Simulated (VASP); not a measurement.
Runs of VASP 6.6.1 on SbC. It takes space group Pm-3m (No. 221, cubic). Conventional cell: a = 3.115 Å, b = 3.115 Å, c = 3.115 Å, α = 90.00°, β = 90.00°, γ = 90.00°. Sb (site symmetry m-3m) is surrounded by 8 C at 2.70 Å. C (site symmetry m-3m) has 8 Sb at 2.70 Å as nearest neighbours. The cell was built by a generator and needn't be a form met in nature.

```tsv
task	level	cell	cutoff (eV)	smearing	pressure (GPa)	relaxed volume (Å³/atom)
relaxation of cell and atoms	PBEsol+D3(BJ)	relaxed	600	fermi-dirac 0.05 eV	-0.1	13.85
relaxation of cell and atoms	PBEsol+D3	relaxed	600	fermi-dirac 0.05 eV	0.0	(b)
relaxation of cell and atoms	PBE	relaxed	600	gaussian 0.05 eV	0.0	14.94
relaxation of cell and atoms	PBEsol+rVV10	relaxed	600	fermi-dirac 0.05 eV	0.0	(a)
single point	PBE	as given	520	fermi-dirac 0.05 eV	-1.0	-
relaxation of cell and atoms	PBEsol	relaxed	600	fermi-dirac 0.05 eV	0.0	14.36
relaxation of cell and atoms	PBEsol+D4	relaxed	600	fermi-dirac 0.05 eV	0.0	14.04
```

Alike in all rows: potentials or basis VASP PAW PBE potentials, release 64 (Sb, C); no spin polarisation; k mesh 9 × 9 × 9.

Fill in the values left out.

(a) 14.32; (b) 14.17.

Caveats: the PAW data sets were made with another functional, which shifts forces and pressure a little (some runs).

Not every run made on this cell is shown here.
